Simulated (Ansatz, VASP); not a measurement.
# SiO2 in two plane-wave programs, part 3 of 3

Wanted: the spread between two codes on one cell, functional and k mesh. The cell is taken from a series of runs on this material, whose earlier steps may have relaxed, scaled, displaced or heated it; both programs get it as it stands.

VASP 6.6.1 and Ansatz 0.2.0.

So far: Set-up; VASP: zone-centre phonons, LDA.

## Step 3: Ansatz: zone-centre phonons, LDA

Level of this step: Ansatz beside VASP: Kohn-Sham DFT, plane waves, LDA (Ansatz).

Ansatz runs on its PAW soft_1 files.

The same cell, functional (in two slightly different forms) and mesh now go to Ansatz, which takes its cutoff from its data sets.

input.yaml reads:

```yaml
crystal:
  lattice:
    - [4.0718145047, 0.0, 0.0]
    - [0.0, 4.0718145047, 0.0]
    - [0.0, 0.0, 2.6912272784]
  atoms:
    - { symbol: O, position: [0.6959356854, 0.6959356854, 0.0] }
    - { symbol: O, position: [0.1959356854, 0.8040643146, 0.5] }
    - { symbol: O, position: [0.3040643146, 0.3040643146, 0.0] }
    - { symbol: O, position: [0.8040643146, 0.1959356854, 0.5] }
    - { symbol: Si, position: [0.5, 0.5, 0.5] }
    - { symbol: Si, position: [0.0, 0.0, 0.0] }
kpoints:
  mp_grid: { grid: [8, 8, 8] }
hamiltonian:
  xc: lda
  pseudopotentials: { kind: paw, azcp: { folder: soft_1 }, xc_functional: pbe }
scf:
  occupations: { method: fixed }
output:
  eigenvalues: true
phonons:
  method: dfpt
  dielectric: true
  rigid_motions: translations
```

The run is started by

```console
$ ansatz run input.yaml --threads 8 --pin off --max-ram 16384MiB --backend cpu --events-out ev --progress --plain --runs-dir out
```

Numbers of over 12 decimals in the logs are rounded to 6 here.

Output:

```text
Engine: ansatz 0.2.0, aarch64-unknown-linux-gnu
Pseudopotentials: kind: paw
Pseudopotential: O, paw, valence charge 6, recommended cutoff 420 eV (normal), soft_1/O.paw.azcp
Pseudopotential: Si, paw, valence charge 4, recommended cutoff 420 eV (normal), soft_1/Si.paw.azcp
Functional definition: SPW92
  exchange = slater_x
  correlation = pw_c
Crystal: 6 atoms, lattice volume = 44.620 Å³
Basis set: ecut = 420 eV, 881 PW (Γ), exchange–correlation on 60×60×36 points (8 copies of the dense FFT grid, shifted against one another)
Bands: 22, of which v1, the nominal top of the filled ones, is band 16 counted from 1 (15 counted from 0)
Symmetry: 16 space group operations
k-points: 260 of 512 (irreducible under 1 space group operation, time reversal used)
Non-local potential: O, projectors of the file, l = 0: 2, l = 1: 2, l = 2: 1
Non-local potential: Si, projectors of the file, l = 0: 2, l = 1: 2, l = 2: 1
PAW form: soft (Blöchl's): semilocal exchange-correlation on the pseudo side does not see the compensation charge
PAW frozen core: O, regenerated for the run's functional, and the local potential with it (the file was generated under x = pbe(κ = 0.804, μ = 0.219515), c = pbe(β = 0.066725))
PAW frozen core: Si, regenerated for the run's functional, and the local potential with it (the file was generated under x = pbe(κ = 0.804, μ = 0.219515), c = pbe(β = 0.066725))
PAW one-centre angular grid: O, 110 points (default); XC on 64 Gauss nodes
PAW one-centre angular grid: Si, 110 points (default); XC on 64 Gauss nodes
Initial density: superposition of atomic densities (chi_scale 0.1, normalization cell, long waves kept (reshape's long-wave potential 0.00 eV rms))
Initial wavefunctions: pseudopotential atomic-orbital guess
Functional: x = slater, c = lda
SCF iter   1: F=—  HF=-3447.580908 eV  |F-HF|=—  |Δ(HF+E_count)|=         —  Δρ=1.46e-1  dr2=7.42e0  ethr=3.10e-3  ⟨swp⟩=4.3  Hψ=25845  notcnv=0  defer=1006
preconditioner: auto → none  [insulator: Δε(μ)=7.308 eV  Ē_g=20.001 eV  n_scr=10 (ndim 8)  ℏωp=31.4 eV  f_vac=0.000  ε∞_Penn≈3.5]
SCF iter   2: F=—  HF=-3445.544436 eV  |F-HF|=—  |Δ(HF+E_count)|=    2.04e0  Δρ=6.37e-2  dr2=6.60e-1  ethr=3.10e-3  ⟨swp⟩=3.1  Hψ=13714  notcnv=0  defer=1011
SCF iter   3: F=—  HF=-3445.377943 eV  |F-HF|=—  |Δ(HF+E_count)|=   1.66e-1  Δρ=2.25e-2  dr2=7.99e-2  ethr=2.06e-3  ⟨swp⟩=2.4  Hψ=10076  notcnv=0  defer=1012
SCF iter   4: F=—  HF=-3445.379812 eV  |F-HF|=—  |Δ(HF+E_count)|=   1.87e-3  Δρ=1.72e-3  dr2=4.40e-4  ethr=2.50e-4  ⟨swp⟩=2.0  Hψ=6590  notcnv=0  defer=1040
SCF iter   5: F=—  HF=-3445.380007 eV  |F-HF|=—  |Δ(HF+E_count)|=   1.95e-4  Δρ=2.12e-4  dr2=9.59e-6  ethr=1.37e-6  ⟨swp⟩=2.0  Hψ=9461  notcnv=0  defer=1040
SCF iter   6: F=—  HF=-3445.380010 eV  |F-HF|=—  |Δ(HF+E_count)|=   3.54e-6  Δρ=2.65e-5  dr2=8.54e-8  ethr=3.00e-8  ⟨swp⟩=2.0  Hψ=9219  notcnv=0  defer=482
SCF iter   7: F=—  HF=-3445.380010 eV  |F-HF|=—  |Δ(HF+E_count)|=   6.41e-9  Δρ=3.51e-6  dr2=2.27e-9  ethr=2.67e-10  ⟨swp⟩=2.5  Hψ=9358  notcnv=0  defer=449
SCF iter   8: F=-3445.380010 eV  HF=-3445.380010 eV  |F-HF|=1.68e-11  |Δ(HF+E_count)|=  4.05e-10  Δρ=3.56e-7  dr2=2.95e-11  ethr=1.00e-12  ⟨swp⟩=13.9  Hψ=41013  notcnv=0
SCF 1 converged in 8 iterations: F = -3445.380010 eV  dr2 = 2.95e-11
  greatest PAW one-centre occupation: 0.855 electrons in one spin orbital (limit 2), on the O atom at site 2 (counted from 0), in its partial waves of l = 0
DFPT response loops at Γ: preconditioner auto → none (the input reference at scf.mixing.eps_inf says where Resta's filter doesn't serve); β = 0.50; Broyden in place of MSR1
── the response to a field inside a basis, on 8×8×8 k-points: an SCF that follows is theirs, and a resumed run solves both again ──
Bands: 17, of which v1, the nominal top of the filled ones, is band 16 counted from 1 (15 counted from 0)
k-points: 40 of 512
Initial density: handed on by an earlier stage of this run
Initial wavefunctions: pseudopotential atomic-orbital guess (no wavefunctions were taken with the density)
Eigensolver: Dense (40 Hₖ)
SCF iter   1: F=—  HF=-3445.381458 eV  |F-HF|=—  |Δ(HF+E_count)|=         —  Δρ=7.45e-4  dr2=3.83e-5  ethr=1.00e-1
preconditioner: auto → none  [insulator: Δε(μ)=6.600 eV  Ē_g=16.847 eV  n_scr=10 (ndim 8)  ℏωp=31.4 eV  f_vac=0.000  ε∞_Penn≈4.5]
SCF iter   2: F=—  HF=-3445.381446 eV  |F-HF|=—  |Δ(HF+E_count)|=   1.16e-5  Δρ=3.17e-4  dr2=9.04e-6  ethr=1.20e-7
SCF iter   3: F=—  HF=-3445.381445 eV  |F-HF|=—  |Δ(HF+E_count)|=   1.16e-6  Δρ=1.19e-4  dr2=1.96e-6  ethr=2.83e-8
SCF iter   4: F=-3445.381444 eV  HF=-3445.381444 eV  |F-HF|=2.58e-10  |Δ(HF+E_count)|=   6.59e-7  Δρ=8.41e-6  dr2=9.15e-9  ethr=6.11e-9
SCF 1 converged in 4 iterations: F = -3445.381444 eV  dr2 = 9.15e-9
  greatest PAW one-centre occupation: 0.855 electrons in one spin orbital (limit 2), on the O atom at site 1 (counted from 0), in its partial waves of l = 0
DFPT response loops at Γ: mixed as the last ones told, above
SCF converged after 8 iterations
Free energy (F): -3445.380010 eV
Harris-Foulkes:  -3445.380010 eV  (|F-HF|=1.68e-11)
Internal energy: -3445.380010 eV  (E = F + TS)
E sigma→0 (E₀):  -3445.380010 eV
Fermi energy:    11.000193 eV
--- Per-component energies (eV) ---
  E_band       = 74.322449
  E_kinetic    = 789.223877
  E_local      = -1169.184064  (includes V_loc(G=0)·N_el)
  E_nonlocal   = 261.758253
  E_hartree    = 425.359539
  E_xc         = -401.565861
  E_vxc        = -469.096780  (∫ρ·V_xc dr)
  E_paw        = -1582.695220  (= ΣΔE_a)
  E_vpaw       = -189.101264  (= ΣTr[D̂ρ^β])
  E_aug_tail   = 0.003235  (compensation charges beyond the density's cutoff)
  E_ewald      = -1768.836118
  E_core_change = 0.556347  (= ΣΔE_core)
  E_smearing   = -0.000000  (= −TS)
  E_closure    = -0.000000  (closes the sum)
  Σ components = -3445.380010   (vs F -3445.380010, Δ=0.00e0)
--- Band table (eV; the first three rows and the last of 260) ---
  k-point 0: bands = [... 12 lower, 8.3767, 10.0984, 10.0984, 11.0002, 17.1567, 17.1873, 19.1601, 19.1601, ... 2 higher]
  k-point 1: bands = [... 12 lower, 7.7311, 9.9266, 9.9266, 10.7602, 17.9006, 18.2628, 20.0662, 20.0662, ... 2 higher]
  k-point 2: bands = [... 12 lower, 6.5813, 9.3995, 9.3995, 10.0296, 18.9807, 20.5818, 21.0217, 22.0569, ... 2 higher]
  k-point 259: bands = [... 12 lower, 9.2882, 9.2882, 9.3474, 9.3474, 18.5738, 18.5738, 22.2767, 22.2767, ... 2 higher]
--- Phonons (Γ-DFPT): 4 representative perturbations + reference, on 260 of 512 k-points (Σ response iterations 12) ---
  k mesh reduced under 1 symmetry operation, with k and −k counted as one. Each operation leaves every solved perturbation unchanged. A smaller set is not considered because the run solves the response to a homogeneous field
  ASR residual: 1.789e-4 → 0.000e0 eV/Å²; symmetrization residual: 1.867e-6 eV/Å²
  ASR residual per site (eV/Å²): 1.79e-4 1.79e-4 1.79e-4 1.79e-4 6.17e-5 6.17e-5
  Γ frequencies (cm⁻¹): 0.00 0.00 0.00 210.95 386.70 480.85 480.85 594.95 594.95 605.90 649.96 666.88 666.88 775.45 793.24 827.42 827.42 992.32
  ε∞ (high-frequency dielectric tensor):
        3.345449     0.000000     0.000000
        0.000000     3.345449     0.000000
        0.000000     0.000000     3.575829
  ε⁰ (static dielectric tensor: ions relaxed, cell fixed):
        9.844249    -0.000000     0.000000
       -0.000000     9.844249     0.000000
        0.000000     0.000000     9.424737
  ε⁰ − ε∞ (ionic part):
        6.498800    -0.000000     0.000000
       -0.000000     6.498800     0.000000
        0.000000     0.000000     5.848908
  softest optical mode at Γ: 210.95 cm⁻¹; the repairs (sum rule, projections) moved no ω² at Γ by more than (2.17 cm⁻¹)²
  Born effective charges Z* (e; rows j = field, columns β = displacement):
    site 0:
        -1.89378   -0.54889    0.00000
        -0.54889   -1.89378    0.00000
         0.00000    0.00000   -2.04670
    site 1:
        -1.89378    0.54889    0.00000
         0.54889   -1.89378    0.00000
         0.00000    0.00000   -2.04670
    site 2:
        -1.89378   -0.54889    0.00000
        -0.54889   -1.89378    0.00000
         0.00000    0.00000   -2.04670
    site 3:
        -1.89378    0.54889    0.00000
         0.54889   -1.89378    0.00000
         0.00000    0.00000   -2.04670
    site 4:
         3.78756   -0.30539    0.00000
        -0.30539    3.78756    0.00000
         0.00000    0.00000    4.09340
    site 5:
[...]
Z* charge neutrality: 1.984e-3 e pre-enforcement
  solved inside a basis spanned on kpoints, on 8×8×8 k-points, its susceptibility summed on 8×8×12: ε∞ is read to err by 8.3e-3, Z* by 1.4e-2 e (field_mesh: kpoints solves on kpoints); Z* is corrected for what the basis lacks
  optical modes at Γ without the LO–TO term, one row a degenerate level:
      ω (cm⁻¹)  modes    IR ((D/Å)²/amu)
[...]
optical modes at Γ + LO–TO along q̂ = [1.0000, 0.0000, 0.0000]:
      ω (cm⁻¹)  modes    IR ((D/Å)²/amu)
[...]
optical modes at Γ + LO–TO along q̂ = [0.0000, 1.0000, 0.0000]:
      ω (cm⁻¹)  modes    IR ((D/Å)²/amu)
[...]
optical modes at Γ + LO–TO along q̂ = [0.0000, 0.0000, 1.0000]:
      ω (cm⁻¹)  modes    IR ((D/Å)²/amu)
[...]
594.95      2             0.0000
        605.90      1             0.0000
        666.88      2            15.0143
        775.45      1             0.0000
        793.24      1             0.0000
        827.42      2            33.5402
        992.32      1             0.0000
       1055.20      1            51.6910
```

## Step 4: Side by side

Known differences besides the potentials themselves: the two LDA forms differ slightly; fixed occupations in Ansatz, narrow Gaussian smearing in VASP; VASP's response is taken on the typed mesh, Ansatz refines its own for the field response alone; the cutoff is 420 eV in Ansatz and 600 eV in VASP; VASP's log shows a relativistic correction to its local exchange, Ansatz's none; VASP's log repeats an internal error in its field response. Total energies have different zeros and are not compared.

Both answers:

```
                                     quantity  Ansatz   VASP  difference
                                        ε∞ xx    3.35   3.32     +0.65 %
                                        ε∞ yy    3.35   3.32     +0.65 %
                                        ε∞ zz    3.58   3.55     +0.71 %
 Born charge of O1 (mean of the diagonal) (e)   -1.94  -1.93       -0.02
Born charge of Si5 (mean of the diagonal) (e)    3.89   3.85       +0.03
                        optical mode 1 (cm⁻¹)   210.9  210.5     +0.21 %
                        optical mode 2 (cm⁻¹)   386.7  389.8     -0.80 %
                   optical mode 3 to 4 (cm⁻¹)   480.9  483.4     -0.53 %
                   optical mode 5 to 6 (cm⁻¹)   595.0  600.2     -0.87 %
                        optical mode 7 (cm⁻¹)   605.9  609.5     -0.60 %
                        optical mode 8 (cm⁻¹)   650.0  657.3     -1.12 %
                  optical mode 9 to 10 (cm⁻¹)   666.9  671.4     -0.68 %
                       optical mode 11 (cm⁻¹)   775.5  782.8     -0.94 %
                       optical mode 12 (cm⁻¹)   793.2  797.6     -0.55 %
                 optical mode 13 to 14 (cm⁻¹)   827.4  832.7     -0.63 %
                       optical mode 15 (cm⁻¹)   992.3  996.1     -0.38 %
```

Modes are paired by rising frequency, not by their patterns, so a pair may set unlike modes beside each other; they are those without the splitting of longitudinal modes.

## Step 5: What came out

```
r.m.s. difference of the optical zone-centre modes, each program's sorted by frequency (zone-centre phonons, LDA) : 4.7 cm⁻¹
difference in optical mode 8 (zone-centre phonons, LDA)                                                           : -1.1 %
```

The r.m.s. difference of the optical zone-centre modes, each program's sorted by frequency is 4.7 cm⁻¹ (zone-centre phonons, LDA). Among the rows given in per cent, the largest difference of the zone-centre phonons, LDA pair is in optical mode 8, -1.1 %. How closely two codes agree says nothing of how well the functional describes the real material.

[Lines on the potential files, build, host, timing and source positions are cut from VASP's logs without a mark.]

[Logs are printed without paths, hosts, clocks, repeated set-up lines and the standing remarks that a program may print on its own settings, such as how far it seeks lower states.]

[Hosts, paths, dates, database ids (printed as entryN), source tags and the programs' standing remarks are cut or masked in the printed files.]
